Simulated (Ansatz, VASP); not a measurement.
**Two plane-wave programs on Sr3CdF2**

```xyz
6
Lattice="7.1370 0.0000 0.0000 -3.5685 6.1808 0.0000 0.0000 0.0000 3.4558" Properties=species:S:1:pos:R:3 pbc="T T T"
Sr    3.5685    0.0000    1.7279
Sr    1.7842    3.0904    1.7279
Sr   -1.7842    3.0904    1.7279
Cd    0.0000    0.0000    0.0000
F     0.0000    4.1205    0.0000
F     3.5685    2.0603    0.0000
```

Change from the starting cell: species swapped into the GdCo3B2 type (P6/mmm, No. 191).

Alike in both runs: task relaxation of cell and atoms; functional PBE; k mesh 6 × 6 × 12; occupations gaussian, width 0.1 eV; no spin polarisation.

```csv
,VASP,Ansatz
version,VASP 6.6.1,Ansatz 0.2.0
potentials or method,"VASP PAW PBE potentials, release 64 (Sr_sv, Cd, F)","scalar-relativistic, plane waves, PAW"
plane-wave cutoff (eV),600,420
valence electrons in the cell,56,64
```

```csv
,VASP,Ansatz,Ansatz less VASP
"gap on the k mesh at the Fermi level, each at its own relaxed structure (eV)",none,none,-
relaxed volume (Å³/atom),25.49,25.49,+0.009
relaxed cell length with the largest relative difference (Å),3.458,3.453,-0.0047
```

A gap of «none» marks a metal or a gap that the smearing closes. The two sets of potentials don't hold the same shells in valence.
